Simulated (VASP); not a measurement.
Data:

```
GaP
1.0
    0.00000     2.71633     2.71633
    2.71633     0.00000     2.71633
    2.71633     2.71633     0.00000
Ga P
1 1
Direct
  0.00000   0.00000   0.00000
  0.25000   0.25000   0.25000
```

Computed with PBE GGA with D4 dispersion, VASP's PBE PAW potentials (set 64) (plane waves; VASP). Settings: 520 eV cut-off, Gaussian smearing of 0.050 eV, potentials Ga_d P.

Q: Predict the band gap (along the path) with the smallest direct gap where there is one.

A: 
```yaml
band gap (along the path): 1.57 eV
smallest direct gap (along the path): 1.91 eV
```

Total energies compare only between runs with the same potentials, cut-off and functional.

The compound is GaP in the zinc blende structure. It was relaxed first.
